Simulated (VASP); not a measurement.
# Band edges against the vacuum: AlN(110), part 2 of 3

Where do the bulk band edges lie against the vacuum outside AlN(110)? The cell is generated by rule, not measured, and may not be a known phase.

VASP 6.6.1, plane waves and PAW; the level of theory is named at each step.

So far, gap on the k-mesh (eV): step 3 (band edges of the bulk) 3.36.

The structure was built from a prototype and need not be the compound's stable phase.

## (4) Surface relaxation

This step: PBE; plane waves and PAW (Al, N) (VASP 6.6.1).

System of this step: AlN(110). The cell holds 18 atoms: 9 Al and 9 N. Its edges and angles: a = 3.112 Å, b = 4.401 Å, c = 28.448 Å, α = 90.0°, β = 90.0°, γ = 90.0°. It derives from AlN. 9 layers, cut at this functional's lattice. Vacuum lies along c.

All atoms relax at the fixed cell.

Input file INCAR:

```
SYSTEM = AlN
PREC = Normal
ENCUT = 440
EDIFF = 1E-05
NELM = 120
ISMEAR = 0
SIGMA = 0.03
LREAL = Auto
ALGO = Fast
GGA = PE
NBANDS = 54
LORBIT = 11
LWAVE = .FALSE.
LCHARG = .FALSE.
KPAR = 4
IBRION = 2
NSW = 60
ISIF = 2
EDIFFG = -0.03
POTIM = 0.4
MAXMIX = 40
IDIPOL = 3
LDIPOL = .TRUE.
DIPOL = 0.5 0.5 0.5
```

Input file POSCAR:

```
AlN
1.0
    3.1120094763      0.0000000000      0.0000000000
    0.0000000000      4.4010460076      0.0000000000
    0.0000000000      0.0000000000     28.4480379052
Al N
9 9
Direct
    0.0000000000      0.0000000000      0.2812144700
    0.5000000000      0.5000000000      0.3359108600
    0.0000000000      0.0000000000      0.3906072400
    0.5000000000      0.5000000000      0.4453036200
    0.0000000000      0.0000000000      0.5000000000
    0.5000000000      0.5000000000      0.5546963800
    0.0000000000      0.0000000000      0.6093927600
    0.5000000000      0.5000000000      0.6640891400
    0.0000000000      0.0000000000      0.7187855300
    0.0000000000      0.7500000000      0.3359108600
    0.5000000000      0.2500000000      0.2812144700
    0.0000000000      0.7500000000      0.4453036200
    0.5000000000      0.2500000000      0.3906072400
    0.0000000000      0.7500000000      0.5546963800
    0.5000000000      0.2500000000      0.5000000000
    0.0000000000      0.7500000000      0.6640891400
    0.5000000000      0.2500000000      0.6093927600
    0.5000000000      0.2500000000      0.7187855300
```

Input file KPOINTS:

```
Automatic mesh
0
Gamma
8 6 1
0 0 0
```

The projector-augmented-wave data sets are Al and N (PBE family, release 64).

On the command line:

```bash
$ mpirun -np 4 vasp_std
```

What it wrote:

```text
[banner, memory and clock lines left out]
running    4 mpi-ranks, on    1 nodes
 distrk:  each k-point on    1 cores,    4 groups
 distr:  one band on    1 cores,    1 groups

 POSCAR found type information on POSCAR AlN
 POSCAR found :  2 types and      18 ions
 LDA part: xc-table for (Slater+PW92), standard interpolation
 POSCAR, INCAR and KPOINTS ok, starting setup
 FFT: planning ... GRIDC
 FFT: planning ... GRID_SOFT
 FFT: planning ... GRID
 WAVECAR not read
 entering main loop
       N       E                     dE             d eps       ncg     rms          rms(c)
DAV:   1     0.418860892058E+03    0.41886E+03   -0.27558E+04  2184   0.966E+02
DAV:   2    -0.842903446338E+02   -0.50315E+03   -0.48227E+03  2954   0.238E+02
DAV:   3    -0.150838169675E+03   -0.66548E+02   -0.65777E+02  2656   0.902E+01
DAV:   4    -0.153040095180E+03   -0.22019E+01   -0.21967E+01  2776   0.196E+01
DAV:   5    -0.153098445833E+03   -0.58351E-01   -0.58318E-01  2860   0.293E+00    0.261E+01
RMM:   6    -0.129015562674E+03    0.24083E+02   -0.76166E+01  2160   0.265E+01    0.880E+00
RMM:   7    -0.129113180768E+03   -0.97618E-01   -0.81902E+00  2160   0.110E+01    0.633E+00
RMM:   8    -0.128867098948E+03    0.24608E+00   -0.10144E+00  2160   0.346E+00    0.139E+00
RMM:   9    -0.128862662839E+03    0.44361E-02   -0.29795E-01  2214   0.166E+00    0.669E-01
RMM:  10    -0.128862517170E+03    0.14567E-03   -0.85857E-02  2186   0.922E-01    0.345E-01
RMM:  11    -0.128863643570E+03   -0.11264E-02   -0.19869E-02  2162   0.525E-01    0.126E-01
RMM:  12    -0.128863406376E+03    0.23719E-03   -0.88044E-03  2301   0.262E-01    0.766E-02
RMM:  13    -0.128864494544E+03   -0.10882E-02   -0.22876E-03  2190   0.150E-01    0.435E-02
RMM:  14    -0.128864948435E+03   -0.45389E-03   -0.11104E-03  2239   0.853E-02    0.329E-02
RMM:  15    -0.128865915824E+03   -0.96739E-03   -0.40268E-04  2121   0.577E-02    0.221E-02
RMM:  16    -0.128866015073E+03   -0.99249E-04   -0.20809E-04  2129   0.384E-02    0.853E-03
RMM:  17    -0.128866168582E+03   -0.15351E-03   -0.73887E-05  1733   0.217E-02    0.902E-03
RMM:  18    -0.128866256207E+03   -0.87625E-04   -0.30150E-05  1580   0.130E-02    0.383E-03
RMM:  19    -0.128866359818E+03   -0.10361E-03   -0.99853E-06  1495   0.729E-03    0.189E-03
RMM:  20    -0.128866434846E+03   -0.75028E-04   -0.77128E-06  1313   0.513E-03    0.172E-03
RMM:  21    -0.128866463844E+03   -0.28998E-04   -0.26207E-06   974   0.356E-03    0.466E-04
RMM:  22    -0.128866477070E+03   -0.13226E-04   -0.14340E-06   914   0.300E-03    0.238E-04
RMM:  23    -0.128866479380E+03   -0.23104E-05   -0.54474E-07   817   0.250E-03
   1 F= -.12886648E+03 E0= -.12886648E+03  d E =-.128866E+03
 curvature:   0.00 expect dE= 0.000E+00 dE for cont linesearch  0.000E+00
 trial: gam= 0.00000 g(F)=  0.112E+01 g(S)=  0.000E+00 ort = 0.000E+00 (trialstep = 0.100E+01)
 search vector abs. value=  0.112E+01
 bond charge predicted
       N       E                     dE             d eps       ncg     rms          rms(c)
DAV:   1    -0.129574308790E+03   -0.70783E+00   -0.51847E+01  2528   0.282E+01    0.151E+00
RMM:   2    -0.129604860816E+03   -0.30552E-01   -0.87852E-01  2160   0.352E+00    0.808E-01
RMM:   3    -0.129606863123E+03   -0.20023E-02   -0.10400E-01  2162   0.128E+00    0.536E-01
RMM:   4    -0.129612269822E+03   -0.54067E-02   -0.29049E-02  2166   0.638E-01    0.110E-01
RMM:   5    -0.129614619441E+03   -0.23496E-02   -0.60723E-03  2210   0.292E-01    0.867E-02
RMM:   6    -0.129615005183E+03   -0.38574E-03   -0.18605E-03  2262   0.150E-01    0.823E-02
RMM:   7    -0.129614971303E+03    0.33881E-04   -0.96795E-04  2160   0.110E-01    0.210E-02
RMM:   8    -0.129615014044E+03   -0.42741E-04   -0.13485E-04  2200   0.489E-02    0.188E-02
RMM:   9    -0.129615009742E+03    0.43016E-05   -0.35039E-05  1729   0.225E-02
   2 F= -.12961501E+03 E0= -.12961501E+03  d E =-.748530E+00
[... from here on, the cycles between the ionic steps are left out ...]
   3 F= -.12968786E+03 E0= -.12968786E+03  d E =-.821383E+00
   4 F= -.12979248E+03 E0= -.12979248E+03  d E =-.104617E+00
   5 F= -.12980521E+03 E0= -.12980521E+03  d E =-.117348E+00
   6 F= -.12982097E+03 E0= -.12982097E+03  d E =-.157620E-01
   7 F= -.12982119E+03 E0= -.12982119E+03  d E =-.159757E-01
   8 F= -.12982659E+03 E0= -.12982659E+03  d E =-.540296E-02
   9 F= -.12982662E+03 E0= -.12982662E+03  d E =-.543322E-02
  10 F= -.12982922E+03 E0= -.12982922E+03  d E =-.260166E-02
  11 F= -.12982983E+03 E0= -.12982983E+03  d E =-.320661E-02
  12 F= -.12983159E+03 E0= -.12983159E+03  d E =-.176322E-02
  13 F= -.12983255E+03 E0= -.12983255E+03  d E =-.272518E-02
  14 F= -.12983404E+03 E0= -.12983404E+03  d E =-.148959E-02
  15 F= -.12983421E+03 E0= -.12983421E+03  d E =-.165321E-02
  16 F= -.12983425E+03 E0= -.12983425E+03  d E =-.169471E-02
 curvature:  -2.17 expect dE=-0.170E-02 dE for cont linesearch -0.576E-06
 trial: gam= 0.33269 g(F)=  0.785E-03 g(S)=  0.000E+00 ort = 0.401E-04 (trialstep = 0.112E+01)
 search vector abs. value=  0.148E-02
 bond charge predicted
       N       E                     dE             d eps       ncg     rms          rms(c)
DAV:   1    -0.129834673791E+03   -0.43313E-03   -0.82801E-02  2300   0.125E+00    0.580E-02
RMM:   2    -0.129834593825E+03    0.79966E-04   -0.13614E-03  2160   0.155E-01    0.544E-02
RMM:   3    -0.129834765504E+03   -0.17168E-03   -0.19325E-04  2160   0.584E-02    0.392E-02
RMM:   4    -0.129834765439E+03    0.65465E-07   -0.75360E-05  2096   0.310E-02
  17 F= -.12983477E+03 E0= -.12983477E+03  d E =-.518849E-03
 trial-energy change:   -0.000519  1 .order   -0.000490   -0.000891   -0.000090
 step:   1.2421(harm=  1.2421)  dis= 0.00378  next Energy=  -129.834742 (dE=-0.495E-03)
 reached required accuracy - stopping structural energy minimisation
```

The job ended after 8.2 min (4 MPI ranks of AMD EPYC 7R43, shared host; peak memory 1.4 GiB).

From OUTCAR (step 4):

```text
  LATTYP: Found a simple orthorhombic cell.
 ALAT       =     3.1120094763
 B/A-ratio  =     1.4142135624
 C/A-ratio  =     9.1413725189

 Subroutine GETGRP returns: Found  4 space group operations
 (whereof  4 operations were pure point group operations)

The static configuration has the point symmetry C_2v.

 Found     20 irreducible k-points:

   k-points           NKPTS =     20   k-points in BZ     NKDIM =     20   number of bands    NBANDS=     54

   dimension x,y,z NGX =    16 NGY =   24 NGZ =  150
   dimension x,y,z NGXF=    32 NGYF=   48 NGZF=  300

   ENCUT  =  440.0 eV  32.34 Ry    5.69 a.u.   5.32  7.53 48.66*2*pi/ulx,y,z

   NELECT =      72.0000    total number of electrons

 dipolmoment           0.000000      0.000000      0.000000 electrons x Angstroem

 E-fermi :   0.4122

 k-point     1 :       0.0000    0.0000    0.0000
  band No.  band energies     occupation
    ...
     32      -0.4474      2.00000
     33      -0.3450      2.00000
     34      -0.3108      2.00000
     35      -0.0926      2.00000
     36      -0.0468      2.00000
     37       2.9073      0.00000
     38       3.1208      0.00000
     39       3.3148      0.00000
     40       4.0790      0.00000
     41       4.5567      0.00000
    ...

 k-point     2 :       0.1250    0.0000    0.0000
  band No.  band energies     occupation
    ...
     32      -0.8085      2.00000
     33      -0.6556      2.00000
     34      -0.6160      2.00000
     35      -0.0926      2.00000
     36      -0.0326      2.00000
     37       3.3383      0.00000
     38       3.4464      0.00000
     39       3.9112      0.00000
     40       4.5768      0.00000
     41       4.9392      0.00000
    ...

  Total        1.6375392     -1.3963145     -2.0584963      0.0000000      0.0000000      0.0000000
  in kB        6.7336907     -5.7417553     -8.4646992      0.0000000      0.0000000      0.0000000
  external PRESSURE =      -2.4909213 kB  Pullay stress =       0.0000000 kB

  energy-cutoff  :      440.00
  volume of cell :      389.63
      direct lattice vectors                 reciprocal lattice vectors
     3.112009476  0.000000000  0.000000000     0.321335782  0.000000000  0.000000000
     0.000000000  4.401046008  0.000000000     0.000000000  0.227218711  0.000000000
     0.000000000  0.000000000 28.448037905     0.000000000  0.000000000  0.035151809

 POSITION                                       TOTAL-FORCE (eV/Angst)
 -----------------------------------------------------------------------------------
      0.00000      0.17923      8.19096         0.000000     -0.011623      0.012915
      1.55600      2.18817      9.49851         0.000000     -0.005677     -0.011200
      0.00000      4.38576     11.11518        -0.000000      0.006055      0.011323
      1.55600      2.17916     12.66087         0.000000     -0.004626     -0.003320
      0.00000      4.38093     14.22402         0.000000      0.025978     -0.000000
      1.55600      2.17916     15.78717         0.000000     -0.004626      0.003320
      0.00000      4.38576     17.33286        -0.000000      0.006055     -0.011323
      1.55600      2.18817     18.94953         0.000000     -0.005677      0.011200
      0.00000      0.17923     20.25708         0.000000     -0.011623     -0.012915
      0.00000      3.27112      9.53473         0.000000      0.001005      0.024124
      1.55600      1.05006      8.00204         0.000000     -0.004883     -0.007724
      0.00000      3.28120     12.66377        -0.000000      0.005387      0.010130
      1.55600      1.08877     11.09970         0.000000     -0.001111      0.024892
      0.00000      3.28120     15.78426        -0.000000      0.005387     -0.010130
      1.55600      1.08178     14.22402         0.000000      0.004967     -0.000000
      0.00000      3.27112     18.91330        -0.000000      0.001005     -0.024124
      1.55600      1.08877     17.34834         0.000000     -0.001111     -0.024892
      1.55600      1.05006     20.44600         0.000000     -0.004883      0.007724
 -----------------------------------------------------------------------------------
    total drift:                                0.000000      0.057509     -0.000022

  FREE ENERGIE OF THE ION-ELECTRON SYSTEM (eV)
  ---------------------------------------------------
  free  energy   TOTEN  =      -129.8347654388 eV

  energy  without entropy=     -129.8347654388  energy(sigma->0) =     -129.83476544

 vacuum level on the upper side and lower side of the slab         5.796         5.796

 total charge
# of ion       s       p       d       tot
------------------------------------------
    1        0.403   0.437   0.000   0.839
    2        0.365   0.435   0.000   0.800
    3        0.366   0.431   0.000   0.797
    4        0.367   0.434   0.000   0.801
    5        0.367   0.433   0.000   0.799
    6        0.367   0.434   0.000   0.801
    7        0.366   0.431   0.000   0.797
    8        0.365   0.435   0.000   0.800
    9        0.403   0.437   0.000   0.839
   10        1.233   2.598   0.000   3.831
   11        1.244   2.549   0.000   3.794
   12        1.229   2.600   0.000   3.829
   13        1.230   2.590   0.000   3.819
   14        1.229   2.600   0.000   3.829
   15        1.229   2.598   0.000   3.827
   16        1.233   2.598   0.000   3.831
   17        1.230   2.590   0.000   3.819
   18        1.244   2.549   0.000   3.794
--------------------------------------------------
tot         14.470  27.178   0.000  41.648

[... 1 part as in an earlier step ...]

[... 7 further parts left out ...]
```

The run keeps the 4 symmetry operations of its start, so it cannot find a distortion of lower symmetry.

Step by step:

| step | energy less that of the first step (eV) | largest force (eV/Å) |
| --- | --- | --- |
| 1 | 0.0000 | 3.0645 |
| 2 | -0.7485 | 1.2912 |
| 3 | -0.8214 | 0.9063 |
| 4 | -0.9260 | 0.3527 |
| 5 | -0.9387 | 0.3979 |
| 6 | -0.9545 | 0.2299 |
| 7 | -0.9547 | 0.2063 |
| 8 | -0.9601 | 0.1073 |
| 9 | -0.9601 | 0.1162 |
| 10 | -0.9627 | 0.0609 |
| 11 | -0.9633 | 0.0951 |
| 12 | -0.9651 | 0.0623 |
| 13 | -0.9661 | 0.1244 |
| 14 | -0.9676 | 0.0575 |
| 15 | -0.9677 | 0.0642 |
| 16 | -0.9678 | 0.0671 |
| 17 | -0.9683 | 0.0260 |

The atoms that moved most (Å):

| atom | dx | dy | dz | length |
| --- | --- | --- | --- | --- |
| Al1 | 0.000 | 0.179 | 0.191 | 0.262 |
| Al9 | 0.000 | 0.179 | -0.191 | 0.262 |
| Al2 | 0.000 | -0.012 | -0.057 | 0.059 |
| Al8 | 0.000 | -0.012 | 0.057 | 0.059 |
| N11 | 0.000 | -0.050 | 0.002 | 0.050 |
| N18 | 0.000 | -0.050 | -0.002 | 0.050 |
| N16 | 0.000 | -0.030 | 0.021 | 0.036 |
| N10 | 0.000 | -0.030 | -0.021 | 0.036 |

The relaxed structure:

```xyz
18
Lattice="3.1120 0.0000 0.0000 0.0000 4.4010 0.0000 0.0000 0.0000 28.4480" Properties=species:S:1:pos:R:3
Al    0.0000    0.1792    8.1910
Al    1.5560    2.1882    9.4985
Al    0.0000   -0.0153   11.1152
Al    1.5560    2.1792   12.6609
Al    0.0000   -0.0201   14.2240
Al    1.5560    2.1792   15.7872
Al    0.0000   -0.0153   17.3329
Al    1.5560    2.1882   18.9495
Al    0.0000    0.1792   20.2571
N     0.0000    3.2711    9.5347
N     1.5560    1.0501    8.0020
N     0.0000    3.2812   12.6638
N     1.5560    1.0888   11.0997
N     0.0000    3.2812   15.7843
N     1.5560    1.0818   14.2240
N     0.0000    3.2711   18.9133
N     1.5560    1.0888   17.3483
N     1.5560    1.0501   20.4460
```

Numbers from this step:

* electronic cycles: 122
* electrons: 72
* free energy (TOTEN): -129.8348 eV
* Fermi energy: 0.4122 eV
* dipole moment: 0, 0, 0 e·Å
* gap on the k-mesh: 2.650 eV
* least direct gap on the k-mesh: 2.786 eV

The run ended after 17 ionic steps, 0.968 eV below its first step, once the forces on the free atoms met EDIFFG = -0.03.

[end of part 2 of 3]

[Lines on the potential files, build, host, timing and source positions are cut from VASP's logs without a mark.]

[Logs are printed without paths, hosts, clocks, repeated set-up lines and the standing remarks that a program may print on its own settings, such as how far it seeks lower states.]

[Hosts, paths, dates, database ids (printed as entryN), source tags and the programs' standing remarks are cut or masked in the printed files.]

[Runs that stopped without an error message from VASP are left out.]
